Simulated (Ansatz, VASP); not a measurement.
# AlIn2N3 in two plane-wave programs, part 2 of 2

Wanted: the spread between two codes on one cell, functional and k mesh. The cell is taken from a series of runs on this material, whose earlier steps may have relaxed, scaled, displaced or heated it; both programs get it as it stands.

VASP 6.6.1 and Ansatz 0.2.0.

So far: Set-up; Ansatz: single point, PBE, spin-orbit coupling.

## 3. VASP: single point, PBE, spin-orbit coupling

Level of this step: PBE, spin-orbit coupling; plane waves and PAW (Al, In_d, N) (VASP).

The same cell, functional, mesh and smearing now go to VASP, with its own data sets.

Lines of VASP's logs that name or quote its potential files are left out, and so is its time.

Contents of INCAR:

```
SYSTEM = AlIn2N3
PREC = Accurate
ENCUT = 600
EDIFF = 1E-06
NELM = 200
ISMEAR = -1
SIGMA = 0.02
LREAL = .FALSE.
ALGO = Normal
GGA = PE
LNONCOLLINEAR = .TRUE.
MAGMOM = 0 0 0 0 0 0 0 0 0 0 0 0 0 0 0 0 0 0 0 0 0 0 0 0 0 0 0 0 0 0 0 0 0 0 0 0
NBANDS = 112
GGA_COMPAT = .FALSE.
LASPH = .TRUE.
LSORBIT = .TRUE.
LORBIT = 11
LWAVE = .FALSE.
LCHARG = .FALSE.
ISIF = 2
EFERMI = MIDGAP
KPAR = 2
```

Contents of POSCAR:

```
AlIn2N3
1.0
    5.1481021059     -2.9628729689      0.0000000000
    5.1481021059      2.9628729689      0.0000000000
    0.0000000000      0.0000000000      5.5000380000
Al In N
2 4 6
Direct
    0.3412430000      0.6587570000      0.9892180000
    0.6587570000      0.3412430000      0.4892180000
    0.9882950000      0.3354130000      0.9871210000
    0.6645870000      0.0117050000      0.9871210000
    0.0117050000      0.6645870000      0.4871210000
    0.3354130000      0.9882950000      0.4871210000
    0.9688550000      0.3329590000      0.3856370000
    0.6670410000      0.0311450000      0.3856370000
    0.0311450000      0.6670410000      0.8856370000
    0.3329590000      0.9688550000      0.8856370000
    0.3686430000      0.6313570000      0.3372660000
    0.6313570000      0.3686430000      0.8372660000
```

Contents of KPOINTS:

```
Automatic mesh
0
Gamma
6 6 4
0 0 0
```

Potentials, in the order of the species: Al, In_d and N (PBE family, release 64).

On the command line:

```bash
mpirun -np 2 vasp_ncl
```

Numbers of over 12 decimals in the logs are rounded to 6 here.

What it wrote:

```text
[banner, memory and clock lines left out]
running    2 mpi-ranks, on    1 nodes
 distrk:  each k-point on    1 cores,    2 groups
 distr:  one band on    1 cores,    1 groups

 POSCAR found type information on POSCAR AlInN
 POSCAR found :  3 types and      12 ions
 LDA part: xc-table for (Slater+PW92), standard interpolation
 POSCAR, INCAR and KPOINTS ok, starting setup
 FFT: planning ... GRIDC
 FFT: planning ... GRID_SOFT
 FFT: planning ... GRID
 WAVECAR not read
 entering main loop
       N       E                     dE             d eps       ncg     rms          rms(c)
DAV:   1     0.126362144050E+04    0.12636E+04   -0.40673E+04 11864   0.222E+03
DAV:   2     0.241166608746E+03   -0.10225E+04   -0.97149E+03 11648   0.643E+02
DAV:   3    -0.445398606410E+02   -0.28571E+03   -0.26436E+03 12640   0.279E+02
DAV:   4    -0.859611850969E+02   -0.41421E+02   -0.40667E+02 16200   0.105E+02
DAV:   5    -0.871020953330E+02   -0.11409E+01   -0.11347E+01 15904   0.212E+01    0.237E+01
DAV:   6    -0.721311553821E+02    0.14971E+02   -0.52779E+01 18624   0.644E+01    0.217E+01
DAV:   7    -0.726879990134E+02   -0.55684E+00   -0.77236E+00 14240   0.144E+01    0.544E+00
DAV:   8    -0.725839131825E+02    0.10409E+00   -0.51050E-01 18336   0.525E+00    0.418E+00
DAV:   9    -0.725513282952E+02    0.32585E-01   -0.12639E-01 18328   0.383E+00    0.847E-01
DAV:  10    -0.725505002828E+02    0.82801E-03   -0.20030E-02 17800   0.140E+00    0.601E-01
DAV:  11    -0.725510103169E+02   -0.51003E-03   -0.52500E-03 17928   0.437E-01    0.474E-01
DAV:  12    -0.725515820136E+02   -0.57170E-03   -0.92511E-04 16128   0.259E-01    0.191E-01
DAV:  13    -0.725517423169E+02   -0.16030E-03   -0.41762E-04 15376   0.199E-01    0.755E-02
DAV:  14    -0.725517406120E+02    0.17049E-05   -0.10363E-04 15792   0.615E-02    0.491E-02
DAV:  15    -0.725517435407E+02   -0.29286E-05   -0.14963E-05 14168   0.204E-02    0.358E-02
DAV:  16    -0.725517461900E+02   -0.26493E-05   -0.23515E-06 10104   0.114E-02    0.145E-02
DAV:  17    -0.725517469456E+02   -0.75560E-06   -0.18200E-06 11816   0.745E-03
   1 F= -.72551747E+02 E0= -.72551747E+02  d E =-.500298E-11  mag=    -0.0000     0.0000     0.0000
```

From OUTCAR (step 3):

```text
ion  position               nearest neighbor table
   1  0.341  0.659  0.989-   9 1.90  10 1.90  12 1.91  11 1.92   3 3.32   4 3.32   2 3.33   2 3.33
                             5 3.36   6 3.36   6 3.38   5 3.38   3 3.48   4 3.48   4 3.48   3 3.48
   2  0.659  0.341  0.489-   7 1.90   8 1.90  11 1.91  12 1.92   6 3.32   5 3.32   1 3.33   1 3.33
                             3 3.36   4 3.36   4 3.38   3 3.38   5 3.48   6 3.48   6 3.48   5 3.48
   3  0.988  0.335  0.987-   9 2.18  10 2.18  12 2.19   7 2.20   1 3.32   4 3.33   2 3.36   2 3.38
                             5 3.42   5 3.42   6 3.43   6 3.43   4 3.47   4 3.47   1 3.48   1 3.48
   4  0.665  0.012  0.987-  10 2.18   9 2.18  12 2.19   8 2.20   1 3.32   3 3.33   2 3.36   2 3.38
                             6 3.42   6 3.42   5 3.43   5 3.43   3 3.47   3 3.47   1 3.48   1 3.48
   5  0.012  0.665  0.487-   7 2.18   8 2.18  11 2.19   9 2.20   2 3.32   6 3.33   1 3.36   1 3.38
                             3 3.42   3 3.42   4 3.43   4 3.43   6 3.47   6 3.47   2 3.48   2 3.48
   6  0.335  0.988  0.487-   8 2.18   7 2.18  11 2.19  10 2.20   2 3.32   5 3.33   1 3.36   1 3.38
                             4 3.42   4 3.42   3 3.43   3 3.43   5 3.47   5 3.47   2 3.48   2 3.48
   7  0.969  0.333  0.386-   2 1.90   5 2.18   6 2.18   3 2.20
   8  0.667  0.031  0.386-   2 1.90   6 2.18   5 2.18   4 2.20
   9  0.031  0.667  0.886-   1 1.90   3 2.18   4 2.18   5 2.20
  10  0.333  0.969  0.886-   1 1.90   4 2.18   3 2.18   6 2.20
  11  0.369  0.631  0.337-   2 1.91   1 1.92   5 2.19   6 2.19
  12  0.631  0.369  0.837-   1 1.91   2 1.92   3 2.19   4 2.19

  LATTYP: Found a base centered orthorhombic cell.
 ALAT       =     5.9257459378
 B/A-ratio  =     1.7375372350
 C/A-ratio  =     0.9281596035

 Subroutine GETGRP returns: Found  4 space group operations
 (whereof  2 operations were pure point group operations)

The static configuration has the point symmetry C_1h.
 The point group associated with its full space group is C_2v.

 Found     52 irreducible k-points:

   k-points           NKPTS =     52   k-points in BZ     NKDIM =     52   number of bands    NBANDS=    112

   dimension x,y,z NGX =    48 NGY =   48 NGZ =   48
   dimension x,y,z NGXF=    96 NGYF=   96 NGZF=   96

   ENCUT  =  600.0 eV  44.10 Ry    6.64 a.u.  11.86 11.86 10.98*2*pi/ulx,y,z

   NELECT =      88.0000    total number of electrons

 k-points in reciprocal lattice and weights: Automatic mesh
   0.00000000  0.00000000  0.00000000       0.007
   0.16666667 -0.00000000  0.00000000       0.028
   0.33333333  0.00000000  0.00000000       0.028
   0.50000000 -0.00000000  0.00000000       0.014
   0.16666667  0.16666667  0.00000000       0.014
   0.33333333  0.16666667  0.00000000       0.028
   0.50000000  0.16666667  0.00000000       0.028
  -0.33333333  0.16666667  0.00000000       0.028
  -0.16666667  0.16666667  0.00000000       0.014
[...]
-0.33333333  0.33333333  0.50000000       0.014
   0.50000000  0.50000000  0.50000000       0.007

 average (electrostatic) potential at core
       1 -71.9571       2 -71.9571       3 -93.4467       4 -93.4467       5 -93.4467
       6 -93.4467       7 -60.8244       8 -60.8244       9 -60.8244      10 -60.8244
      11 -60.6749      12 -60.6749

 E-fermi :   6.5539

 k-point     1 :       0.0000    0.0000    0.0000
  band No.  band energies     occupation
    ...
     84       6.0635      1.00000
     85       6.1012      1.00000
     86       6.1012      1.00000
     87       6.1139      1.00000
     88       6.1139      1.00000
     89       6.9939      0.00000
     90       6.9939      0.00000
     91       9.5326      0.00000
     92       9.5326      0.00000
     93      11.0858      0.00000
    ...

 k-point     2 :       0.1667   -0.0000    0.0000
  band No.  band energies     occupation
    ...
     84       5.4877      1.00000
     85       5.9931      1.00000
     86       6.0098      1.00000
     87       6.0307      1.00000
     88       6.0356      1.00000
     89       7.7280      0.00000
     90       7.7351      0.00000
     91       9.9494      0.00000
     92       9.9701      0.00000
     93      11.0512      0.00000
    ...

 k-point     3 :       0.3333    0.0000    0.0000
  band No.  band energies     occupation
    ...
     84       5.3694      1.00000
     85       5.7772      1.00000
     86       5.7848      1.00000
     87       5.7989      1.00000
     88       5.8268      1.00000
     89       8.7231      0.00000
     90       8.7371      0.00000
     91      10.4907      0.00000
     92      10.5016      0.00000
     93      10.6487      0.00000
    ...

  Total       -0.2259264     -0.2271332     -0.1679218      0.0000000      0.0000000      0.0000000
  in kB       -2.1573553     -2.1688794     -1.6034737      0.0000000      0.0000000      0.0000000
  external PRESSURE =      -1.9765695 kB  Pullay stress =       0.0000000 kB

  energy-cutoff  :      600.00
  volume of cell :      167.79
      direct lattice vectors                 reciprocal lattice vectors
     5.148102106 -2.962872969  0.000000000     0.097123171 -0.168755126  0.000000000
     5.148102106  2.962872969  0.000000000     0.097123171  0.168755126  0.000000000
     0.000000000  0.000000000  5.500038000     0.000000000  0.000000000  0.181816926

 POSITION                                       TOTAL-FORCE (eV/Angst)
 -----------------------------------------------------------------------------------
      5.14810      0.94075      5.44074        -0.000000     -0.000928      0.002661
      5.14810     -0.94075      2.69072        -0.000000      0.000928      0.002661
      6.81458     -1.93441      5.42920         0.001395     -0.001341      0.002481
      3.48162     -1.93441      5.42920        -0.001395     -0.001341      0.002481
      3.48162      1.93441      2.67918        -0.001395      0.001341      0.002481
      6.81458      1.93441      2.67918         0.001395      0.001341      0.002481
      6.70187     -1.88408      2.12102         0.008633     -0.004964     -0.006271
      3.59433     -1.88408      2.12102        -0.008633     -0.004964     -0.006271
      3.59433      1.88408      4.87104        -0.008633      0.004964     -0.006271
      6.70187      1.88408      4.87104         0.008633      0.004964     -0.006271
      5.14810      0.77839      1.85498        -0.000000      0.007935      0.004919
      5.14810     -0.77839      4.60499        -0.000000     -0.007935      0.004919
 -----------------------------------------------------------------------------------
    total drift:                               -0.000000      0.000000     -0.000822

  FREE ENERGIE OF THE ION-ELECTRON SYSTEM (eV)
  ---------------------------------------------------
  free  energy   TOTEN  =       -72.5517469456 eV

  energy  without entropy=      -72.5517469456  energy(sigma->0) =      -72.55174695

 Spin-Orbit-Coupling matrix elements
 Ion:    1  E_soc:     -0.0000829
 Ion:    2  E_soc:     -0.0000829
 Ion:    3  E_soc:     -0.0652302
 Ion:    4  E_soc:     -0.0652302
 Ion:    5  E_soc:     -0.0652302
 Ion:    6  E_soc:     -0.0652302
 Ion:    7  E_soc:     -0.0001559
 Ion:    8  E_soc:     -0.0001559
 Ion:    9  E_soc:     -0.0001559
 Ion:   10  E_soc:     -0.0001559
 Ion:   11  E_soc:     -0.0001263
 Ion:   12  E_soc:     -0.0001263

 total charge
# of ion       s       p       d       tot
------------------------------------------
    1        0.365   0.417   0.000   0.782
    2        0.365   0.417   0.000   0.782
    3        0.752   0.746   9.989  11.488
    4        0.752   0.746   9.989  11.488
    5        0.752   0.746   9.989  11.488
    6        0.752   0.746   9.989  11.488
    7        1.236   2.438   0.000   3.674
    8        1.236   2.438   0.000   3.674
    9        1.236   2.438   0.000   3.674
   10        1.236   2.438   0.000   3.674
   11        1.231   2.484   0.000   3.715
   12        1.231   2.484   0.000   3.715
--------------------------------------------------
tot         11.146  18.540  39.957  69.643

 magnetization (x)
# of ion       s       p       d       tot
------------------------------------------
    1        0.000   0.000   0.000   0.000
    2       -0.000  -0.000   0.000  -0.000
    3       -0.000  -0.000   0.000   0.000
    4       -0.000  -0.000   0.000   0.000
    5        0.000   0.000  -0.000  -0.000
    6        0.000   0.000  -0.000  -0.000
    7        0.000  -0.000   0.000  -0.000
    8        0.000  -0.000   0.000  -0.000
    9       -0.000   0.000   0.000   0.000
   10       -0.000   0.000   0.000   0.000
   11       -0.000  -0.000   0.000  -0.000
   12        0.000   0.000   0.000   0.000
--------------------------------------------------
tot          0.000   0.000  -0.000  -0.000

 magnetization (y)
# of ion       s       p       d       tot
------------------------------------------
    1        0.000   0.000   0.000   0.000
    2        0.000   0.000   0.000   0.000
    3        0.000  -0.000   0.000   0.000
    4       -0.000   0.000  -0.000  -0.000
    5       -0.000   0.000  -0.000  -0.000
    6        0.000  -0.000   0.000   0.000
    7        0.000   0.000   0.000   0.000
    8       -0.000  -0.000   0.000  -0.000
    9       -0.000  -0.000   0.000  -0.000
   10        0.000   0.000   0.000   0.000
   11        0.000   0.000   0.000   0.000
   12        0.000   0.000   0.000   0.000
--------------------------------------------------
tot         -0.000   0.000   0.000  -0.000

 magnetization (z)
# of ion       s       p       d       tot
------------------------------------------
    1        0.000   0.000   0.000   0.000
    2        0.000   0.000   0.000   0.000
    3        0.000  -0.000  -0.000   0.000
    4       -0.000   0.000   0.000  -0.000
    5        0.000  -0.000  -0.000   0.000
    6       -0.000   0.000   0.000  -0.000
    7       -0.000  -0.000   0.000  -0.000
    8        0.000   0.000   0.000   0.000
    9       -0.000  -0.000   0.000  -0.000
   10        0.000   0.000   0.000   0.000
   11        0.000   0.000   0.000   0.000
   12        0.000   0.000   0.000   0.000
--------------------------------------------------
tot         -0.000  -0.000   0.000  -0.000

[... 3 further parts left out ...]
```

The run ends at a pressure of -0.20 GPa, with forces up to 0.012 eV/Å.

## 4. Differences

Known differences besides the potentials themselves: spin-orbit coupling enters by fully relativistic files in Ansatz and inside the spheres in VASP; the cutoff is 420 eV in Ansatz and 600 eV in VASP. Total energies have different zeros and are not compared.

Compared:

```
              quantity  Ansatz   VASP  difference
        pressure (GPa)   -0.22  -0.20       -0.02
gap on the k mesh (eV)   0.882  0.880      +0.002
```

At this near-relaxed geometry the largest component of a force difference is 24 meV/Å. A gap on the mesh is an upper bound, since the band edges may lie between its points.

## 5. Summary of results

```json
{
 "r.m.s. force difference (single point, PBE, spin-orbit coupling)": "12 meV/Å"
}
```

What this shows: The r.m.s. force difference is 12 meV/Å (single point, PBE, spin-orbit coupling), at about the 12 meV/Å picked in this series as the mark of a large difference. What causes the difference of the single point, PBE, spin-orbit coupling pair stays open here. How closely two codes agree says nothing of how well the functional describes the real material.

[Lines on the potential files, build, host, timing and source positions are cut from VASP's logs without a mark.]

[Logs are printed without paths, hosts, clocks, repeated set-up lines and the standing remarks that a program may print on its own settings, such as how far it seeks lower states.]

[Hosts, paths, dates, database ids (printed as entryN), source tags and the programs' standing remarks are cut or masked in the printed files.]
